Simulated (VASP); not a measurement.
Data:

```
CELL_PARAMETERS angstrom
      1.88721    -3.26874     0.00000
      1.88721     3.26874     0.00000
      0.00000     0.00000    12.06427
ATOMIC_POSITIONS crystal
  La 0.00000 0.00000 0.50000
  La 0.00000 0.00000 0.00000
  La 0.33333 0.66667 0.25000
  La 0.66667 0.33333 0.75000
```

Computed with PBE GGA, VASP's PBE PAW potentials (set 64) (plane waves; VASP). Numerical set-up: 480 eV cut-off, 10×10×4 Γ-centred mesh, first-order Methfessel-Paxton smearing of 0.10 eV, potentials La.

Energy and stress use the plane-wave basis of the starting cell.

The ions, cell shape and volume at an external pressure of 10.0 GPa are relaxed. Which structure does the run end with?

```
CELL_PARAMETERS angstrom
      1.72068    -2.98030     0.00000
      1.72068     2.98030     0.00000
      0.00000     0.00000    11.02044
ATOMIC_POSITIONS crystal
  La 0.00000 0.00000 0.50000
  La 0.00000 0.00000 0.00000
  La 0.33333 0.66667 0.25000
  La 0.66667 0.33333 0.75000
```
Space group P6_3/mmc (194), at a tolerance of 0.03 Å.

How do energy and volume change from the first to the last step?

The energy (σ→0) changes by +234.1 meV/atom and the volume by -24.1 %, in 8 ionic steps.

The compound is La in the dhcp structure. This run relaxes it under an external pressure of 10 GPa. Symmetry was kept, so distortions that lower it aren't found.
